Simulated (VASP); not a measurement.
Here is the system:

```xyz
3
Lattice="0.0000 2.5593 2.5593 2.5593 0.0000 2.5593 2.5593 2.5593 0.0000" Properties=species:S:1:pos:R:3 pbc="T T T"
Hf     0.0000     0.0000     0.0000
O      1.2796     1.2796     1.2796
O      3.8389     3.8389     3.8389
```

These are AM05 GGA, VASP's PBE PAW potentials (set 64) (plane waves; VASP) values and carry that method's errors. Settings: 520 eV cut-off, 8×8×8 Γ-centred mesh, Gaussian smearing of 0.050 eV, potentials Hf_pv O.

Unless said otherwise, spin-orbit coupling is left out, though it shifts the bands of the heavy elements here.

Task: What does the run give for the energy per atom (σ→0), pressure, band gap (on the k-mesh) with the smallest direct gap where there is one?

Result: 
```yaml
band gap (on the k-mesh): 3.65 eV
smallest direct gap (on the k-mesh): 3.65 eV
energy per atom (σ→0): -10.282 eV/atom
pressure: -13.92 GPa
```

Only differences to runs with the same potentials and settings are physical.

The compound is HfO2 in the fluorite structure, the high-temperature cubic form, which is unstable at 0 K; the monoclinic form is the stable one. This cell is one point of a volume scan, at 1.06 of the reference volume.
